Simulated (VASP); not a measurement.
Output of a VASP run:

OUTCAR:
```
 ion  position               nearest neighbor table
   1  0.500  0.000  0.330-   6 2.71   6 2.71   6 2.71   6 2.71   7 2.71   7 2.71
   2  0.500  0.500  0.415-   7 2.71   7 2.71   7 2.71   7 2.71   6 2.71   8 2.71   8 2.71   6 2.71
  LATTYP: Found a simple orthorhombic cell.
 ALAT       =     3.1289641292
 B/A-ratio  =     1.4142136508
 C/A-ratio  =     8.2974387301
 Subroutine PRICEL returns:
 Original cell was already a primitive cell.
 Subroutine GETGRP returns: Found  8 space group operations
The static configuration has the point symmetry D_2h.
The dynamic configuration has the point symmetry D_2h.
 Subroutine INISYM returns: Found  8 space group operations
 Subroutine IBZKPT returns following result:
 Found     20 irreducible k-points:

 Following reciprocal coordinates:
            Coordinates               Weight
  0.000000  0.000000  0.000000      1.000000
  0.111111  0.000000  0.000000      2.000000
  0.222222  0.000000  0.000000      2.000000
  0.333333  0.000000  0.000000      2.000000
  0.444444  0.000000  0.000000      2.000000
  0.000000  0.166667  0.000000      2.000000
  0.111111  0.166667  0.000000      4.000000
  0.222222  0.166667  0.000000      4.000000
  0.333333  0.166667  0.000000      4.000000
  0.444444  0.166667  0.000000      4.000000
  0.000000  0.333333  0.000000      2.000000
  0.111111  0.333333  0.000000      4.000000
  0.222222  0.333333  0.000000      4.000000
  0.333333  0.333333  0.000000      4.000000
  0.444444  0.333333  0.000000      4.000000
  0.000000  0.500000  0.000000      1.000000
  0.111111  0.500000  0.000000      2.000000
  0.222222  0.500000  0.000000      2.000000
  0.333333  0.500000  0.000000      2.000000
  0.444444  0.500000  0.000000      2.000000
   k-points           NKPTS =     20   k-points in BZ     NKDIM =     20   number of bands    NBANDS=     69
   number of dos      NEDOS =    301   number of ions     NIONS =     10
   total plane-waves  NPLWV =  49152
   dimension x,y,z NGX =    16 NGY =   24 NGZ =  128
   dimension x,y,z NGXF=    32 NGYF=   48 NGZF=  256
   ions per type =               5   5
   PREC   = normal    normal or accurate (medium, high low for compatibility)
   ISTART =      0    job   : 0-new  1-cont  2-samecut
   ICHARG =      2    charge: 1-file 2-atom 10-const
   ISPIN  =      1    spin polarized calculation?
   LNONCOLLINEAR =      F non collinear calculations
   LSORBIT =      F    spin-orbit coupling
   INIWAV =      1    electr: 0-lowe 1-rand  2-diag
   ENCUT  =  400.0 eV  29.40 Ry    5.42 a.u.   5.10  7.22 42.34*2*pi/ulx,y,z
   NELM   =    100;   NELMIN=  4; NELMDL= -5     # of ELM steps
   EDIFF  = 0.1E-04   stopping-criterion for ELM
   LREAL  =      F    real-space projection
   NLSPLINE    = F    spline interpolate recip. space projectors
   LMAXMIX     =    6 max onsite mixed and CHGCAR
   VOSKOWN=      0    Vosko Wilk Nusair interpolation
   EDIFFG = -.3E-01   stopping-criterion for IOM
   NSW    =     50    number of steps for IOM
   NBLOCK =      1;   KBLOCK =     50    inner block; outer block
   IBRION =      2    ionic relax: 0-MD 1-quasi-New 2-CG
   NFREE  =      1    steps in history (QN), initial steepest desc. (CG)
   ISIF   =      2    stress and relaxation
   ISYM   =      2    0-nonsym 1-usesym 2-fastsym
   TEIN   =    0.0    initial temperature
   TEBEG  =    0.0;   TEEND  =   0.0 temperature during run
   SMASS  =  -3.00    Nose mass-parameter (am)
   PSTRESS=    0.0 pullay stress
   NELECT =     115.0000    total number of electrons
   EFERMI =   0.00;   METHOD = LEGACY
   ISMEAR =     1;   SIGMA  =   0.10  broadening in eV -4-tet -1-fermi 0-gaus
   IALGO  =     38    algorithm
   LDIAG  =      T    sub-space diagonalisation (order eigenvalues)
   IMIX   =      4    mixing-type and parameters
     AMIX     =   0.40;   BMIX     =  1.00
     AMIX_MAG =   1.60;   BMIX_MAG =  1.00
     AMIN     =   0.10
   GGA     = PS    functional components
   VOSKOWN =     0    Vosko Wilk Nusair interpolation
...
```

OSZICAR:
```
...
DAV:  11    -0.281084337805E+02    0.20051E-04   -0.14488E-03  3253   0.333E-01    0.251E-01
DAV:  12    -0.281082767932E+02    0.15699E-03   -0.48145E-04  3514   0.508E-01    0.137E-01
DAV:  13    -0.281084024959E+02   -0.12570E-03   -0.90359E-04  3498   0.513E-01    0.671E-02
DAV:  14    -0.281084204800E+02   -0.17984E-04   -0.39994E-04  3320   0.314E-01    0.200E-02
DAV:  15    -0.281084450337E+02   -0.24554E-04   -0.37450E-05  2524   0.621E-02    0.109E-02
DAV:  16    -0.281084676262E+02   -0.22593E-04   -0.10505E-05  1880   0.334E-02    0.914E-03
DAV:  17    -0.281084869694E+02   -0.19343E-04   -0.77174E-06  1837   0.513E-02    0.374E-03
DAV:  18    -0.281084951217E+02   -0.81523E-05   -0.26228E-06  1797   0.246E-02
   1 F= -.28108495E+02 E0= -.28110005E+02  d E =-.281085E+02
       N       E                     dE             d eps       ncg     rms          rms(c)
DAV:   1    -0.281156979570E+02   -0.72110E-02   -0.32664E+00  2765   0.626E+00    0.108E-01
DAV:   2    -0.281186515858E+02   -0.29536E-02   -0.30200E-02  3395   0.899E-01    0.123E-01
DAV:   3    -0.281186025098E+02    0.49076E-04   -0.94328E-04  3080   0.215E-01    0.102E-01
DAV:   4    -0.281185337207E+02    0.68789E-04   -0.69198E-05  3076   0.672E-02    0.834E-02
DAV:   5    -0.281184493910E+02    0.84330E-04   -0.61750E-04  3496   0.145E-01    0.247E-02
DAV:   6    -0.281184491859E+02    0.20507E-06   -0.22483E-05  2121   0.570E-02
   2 F= -.28118449E+02 E0= -.28120012E+02  d E =-.995406E-02
       N       E                     dE             d eps       ncg     rms          rms(c)
DAV:   1    -0.281069018660E+02    0.11548E-01   -0.27847E+01  2765   0.183E+01    0.320E-01
DAV:   2    -0.281319321124E+02   -0.25030E-01   -0.25688E-01  3322   0.267E+00    0.347E-01
DAV:   3    -0.281315104672E+02    0.42165E-03   -0.86887E-03  3101   0.698E-01    0.284E-01
DAV:   4    -0.281309905012E+02    0.51997E-03   -0.65124E-04  3253   0.200E-01    0.232E-01
DAV:   5    -0.281302196114E+02    0.77089E-03   -0.48641E-03  3418   0.393E-01    0.643E-02
DAV:   6    -0.281302138690E+02    0.57424E-05   -0.18835E-04  3298   0.171E-01    0.486E-02
DAV:   7    -0.281301847298E+02    0.29139E-04   -0.50489E-05  2693   0.456E-02    0.290E-02
DAV:   8    -0.281301705435E+02    0.14186E-04   -0.40580E-05  2516   0.587E-02    0.848E-03
DAV:   9    -0.281301710188E+02   -0.47527E-06   -0.10829E-05  1716   0.200E-02
   3 F= -.28130171E+02 E0= -.28131695E+02  d E =-.216759E-01
       N       E                     dE             d eps       ncg     rms          rms(c)
DAV:   1    -0.281301485320E+02    0.22011E-04   -0.48781E-02  2795   0.764E-01    0.135E-02
DAV:   2    -0.281301933457E+02   -0.44814E-04   -0.45210E-04  3389   0.109E-01    0.138E-02
DAV:   3    -0.281301927991E+02    0.54663E-06   -0.13297E-05  1702   0.282E-02    0.120E-02
DAV:   4    -0.281301926415E+02    0.15758E-06   -0.21726E-06  1511   0.103E-02
   4 F= -.28130193E+02 E0= -.28131721E+02  d E =-.216975E-01
       N       E                     dE             d eps       ncg     rms          rms(c)
DAV:   1    -0.281302829379E+02   -0.90139E-04   -0.11243E-01  2765   0.944E-01    0.248E-02
DAV:   2    -0.281304048241E+02   -0.12189E-03   -0.12480E-03  3283   0.165E-01    0.253E-02
DAV:   3    -0.281304010470E+02    0.37771E-05   -0.42460E-05  2535   0.511E-02    0.204E-02
DAV:   4    -0.281303962477E+02    0.47993E-05   -0.55161E-06  1587   0.298E-02
   5 F= -.28130396E+02 E0= -.28131940E+02  d E =-.203606E-03
```

File OUTCAR:
```
------------------------ aborting loop because EDIFF is reached ----------------------------------------
  FORCE on cell =-STRESS in cart. coord.  units (eV):
  Direction    XX          YY          ZZ          XY          YZ          ZX
  --------------------------------------------------------------------------------------
  Total       -4.5068730     -5.5769414     -0.6533115      0.0000000      0.0000000      0.0000000
  in kB      -20.0874621    -24.8568349     -2.9118569      0.0000000      0.0000000      0.0000000
  external PRESSURE =     -15.9520513 kB  Pullay stress =       0.0000000 kB
  volume of cell :      359.47
      direct lattice vectors                 reciprocal lattice vectors
     3.128964129  0.000000000  0.000000000     0.319594587  0.000000000  0.000000000
     0.000000000  4.425023784  0.000000000     0.000000000  0.225987486  0.000000000
     0.000000000  0.000000000 25.962388151     0.000000000  0.000000000  0.038517258
 POSITION                                       TOTAL-FORCE (eV/Angst)
 -----------------------------------------------------------------------------------
      1.56448      0.00000      8.52259         0.000000      0.000000      0.005411
      1.56448      2.21251     10.75592         0.000000      0.000000      0.011834
      1.56448      0.00000     12.98119         0.000000      0.000000      0.000000
      1.56448      2.21251     15.20646         0.000000      0.000000     -0.011834
      1.56448      0.00000     17.43980         0.000000      0.000000     -0.005411
      0.00000      2.21251      8.58428        -0.000000      0.000000      0.025643
      0.00000      0.00000     10.81276         0.000000      0.000000     -0.004030
      0.00000      2.21251     12.98119         0.000000      0.000000      0.000000
      0.00000      0.00000     15.14963         0.000000      0.000000      0.004030
      0.00000      2.21251     17.37811         0.000000      0.000000     -0.025643
 -----------------------------------------------------------------------------------
    total drift:                                0.000000      0.000000      0.000000
  FREE ENERGIE OF THE ION-ELECTRON SYSTEM (eV)
  ---------------------------------------------------
  free  energy   TOTEN  =       -28.1303962477 eV

  energy  without entropy=      -28.1350278157  energy(sigma->0) =      -28.13194010

 reached required accuracy - stopping structural energy minimisation
```
(Selected blocks of OUTCAR.)

POSCAR:
```
AuZn(110) slab
1
    3.1289641292     0.0000000000     0.0000000000
    0.0000000000     4.4250237843     0.0000000000
    0.0000000000     0.0000000000    25.9623881507
Zn Au
5 5
Direct
  0.5000000000   0.0000000000   0.3295600000
  0.5000000000   0.5000000000   0.4147800000
  0.5000000000   0.0000000000   0.5000000000
  0.5000000000   0.5000000000   0.5852200000
  0.5000000000   0.0000000000   0.6704400000
  0.0000000000   0.5000000000   0.3295600000
  0.0000000000   0.0000000000   0.4147800000
  0.0000000000   0.5000000000   0.5000000000
  0.0000000000   0.0000000000   0.5852200000
  0.0000000000   0.5000000000   0.6704400000
```

Question: Reconstruct the remaining input files.

Answer: This is not unique; one that fits is the input of the run itself, PBEsol GGA, plane waves, VASP's PBE PAW potentials (set 64).

### INCAR
```
ALGO  =  Normal
DIPOL  =  0.5 0.5 0.5
EDIFF  =  1E-5
EDIFFG  =  -0.03
ENCUT  =  400
GGA  =  PS
IBRION  =  2
IDIPOL  =  3
ISIF  =  2
ISMEAR  =  1
LASPH  =  .TRUE.
LCHARG  =  .FALSE.
LDIPOL  =  .TRUE.
LMAXMIX  =  6
LREAL  =  .FALSE.
LWAVE  =  .TRUE.
NELM  =  100
NELMIN  =  4
NSW  =  50
PREC  =  Normal
SIGMA  =  0.1
SYSTEM  =  AuZn(110) slab
```

KPOINTS:
```
Automatic mesh
0
Gamma
9 6 1
0 0 0
```

POTCAR, in this order: Zn Au (PBE.64 set). Program: vasp_std.

The cell is a thin slab with vacuum, built from AuZn (CsCl type): (110) face.
